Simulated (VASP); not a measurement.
# SiRh (relaxed from the NbAs structure, space group I4_1md): computed properties

The numbers are results of PBEsol GGA, VASP's PBE PAW potentials (set 64) (plane waves; VASP), not measurements.

For SiRh, the space group is I4_1md (109), the cell is a = b = 3.3634 Å, c = 9.5408 Å, α = β = γ = 90.00° and the volume per atom is 13.49 Å^3/atom. The band gap (over mesh and band path) is none (metal, semimetal or under 0.01 eV). The band gap with spin-orbit coupling is none (metallic). The density comes out as 8.06 g/cm³.

```
CELL_PARAMETERS angstrom
     -1.68171     1.68171     4.77038
      1.68171    -1.68171     4.77038
      1.68171     1.68171    -4.77038
ATOMIC_POSITIONS crystal
  Rh 0.74358 0.74358 0.00000
  Rh 0.49358 0.99358 0.50000
  Si 0.17242 0.17242 0.00000
  Si 0.92242 0.42242 0.50000
```

The structure was generated: SiRh was put into the NbAs type (I4_1md), which need not be its known phase. It was relaxed first. Symmetry was kept, so distortions that lower it aren't found.
